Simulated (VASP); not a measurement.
```xyz
2
Lattice="3.7819 -1.9387 -0.0042 3.7819 1.9387 -0.0042 2.7915 0.0000 3.2045" Properties=species:S:1:pos:R:3 pbc="T T T"
As     2.3539     0.0000     0.7265
As     8.0014     0.0000     2.4696
```

Calculation: TPSS meta-GGA, VASP's PBE PAW potentials (set 64) (plane waves; VASP 6.6.1). Run with 520 eV cut-off, 12×12×12 Γ-centred mesh, first-order Methfessel-Paxton smearing of 0.10 eV, potentials As.

Question: The ions and cell shape at fixed volume are relaxed. Which structure does the run end with?

Answer: 
```xyz
2
Lattice="3.9374 -1.8945 0.0706 3.9374 1.8945 0.0706 2.9696 0.0000 3.2060" Properties=species:S:1:pos:R:3 pbc="T T T"
As     2.4312     0.0000     0.7504
As     8.4132     0.0000     2.5967
```
Space group R-3m (166), at a tolerance of 0.03 Å.

Question: How much energy does the relaxation gain?

Answer: The energy (σ→0) changes by -9.9 meV/atom, in 8 ionic steps.

```
step  E(σ→0) (eV)  max force (eV/Å)  pressure (GPa)  volume (Å³)
----  -----------  ----------------  --------------  -----------
1        -25.4019             0.333           -3.67        47.04
2        -25.4115             0.114           -2.93        47.04
3        -25.4142             0.070           -2.30        47.04
4        -25.4180             0.045           -2.04        47.04
5        -25.4216             0.048           -1.27        47.04
6        -25.4217             0.022           -1.45        47.04
7        -25.4217             0.024           -1.43        47.04
8        -25.4217             0.009           -1.31        47.04
```

The compound is As in the a7 structure. This cell is one point of a volume scan, at 1.06 of the reference volume. Symmetry was kept, so distortions that lower it aren't found.
